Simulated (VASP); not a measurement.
Here is the system:

```
CELL_PARAMETERS angstrom
     -1.49397     1.49397     1.49397
      1.49397    -1.49397     1.49397
      1.49397     1.49397    -1.49397
ATOMIC_POSITIONS crystal
  V  0.00000 0.00000 0.00000
```

Calculation: PBE GGA, VASP's PBE PAW potentials (set 64) (plane waves; VASP). Settings: 480 eV cut-off, 16×16×16 Γ-centred mesh, first-order Methfessel-Paxton smearing of 0.10 eV, potentials V_sv.

Predict the energy per atom (σ→0), pressure, band gap (on the k-mesh) with the smallest direct gap where there is one.

- band gap (on the k-mesh): none (metal, semimetal or under 0.01 eV)
- energy per atom (σ→0): -8.987 eV/atom
- pressure: 1.63 GPa

The compound is V in the bcc structure. It was relaxed first. The run is not spin-polarised, so no magnetic state was tried.
